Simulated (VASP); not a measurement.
Energy against volume of Sr (fcc). Calculation: revTPSS meta-GGA, VASP's PBE PAW potentials (set 64) (plane waves; VASP 6.6.1).

```csv
V (Å³/atom),E (eV/atom)
51.030,7.97302
52.659,7.96785
54.288,7.96658
55.916,7.96866
57.545,7.97373
```

Fit a third-order Birch-Murnaghan equation of state.

| Quantity | Value |
|---|---|
| volume per atom | 54.06 Å^3/atom |
| bulk modulus | 11.2 GPa |
| pressure derivative of the bulk modulus | 3.44 |
| lattice constant a | 6.002 Å |

Measured: bulk modulus 12.5 GPa at 0 K (computed value off by -10.1 %), as given by H. Levämäki et al., Physical Review B (2014), arXiv:1402.3671 [corrected for temperature and zero-point phonon effects]; a 6.045 Å at 0 K (computed value off by -0.7 %), as given by Gábor I. Csonka et al., Physical Review B (2009), arXiv:0903.4037 [low-temperature or extrapolated to 0 K; zero-point anharmonic expansion removed].

The compound is Sr in the fcc structure. It was relaxed first.
